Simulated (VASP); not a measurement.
Energy against volume of PtAl₂ (fluorite). All values below come from PBE GGA, VASP's PBE PAW potentials (set 64) (plane waves; VASP). Numerical set-up: 520 eV cut-off, 9×9×9 Γ-centred mesh, first-order Methfessel-Paxton smearing of 0.10 eV, potentials Al Pt.

```tsv
V (Å³/atom)	E (eV/atom)
16.966	-5.41445
17.491	-5.42126
18.016	-5.41515
18.541	-5.39812
```

Fit these four points and predict the energy of the run at 16.442 Å³/atom.

A cubic in V^(−2/3), the third-order Birch-Murnaghan form, passes through the four points with V0 = 17.49 Å³/atom and B0 = 131 GPa, and gives -5.3924 eV/atom there. The run gave -5.3924 eV/atom, -0.0 meV/atom from the fit; all five points give B0 = 131 GPa.

The compound is PtAl2 in the fluorite structure. It was relaxed first.
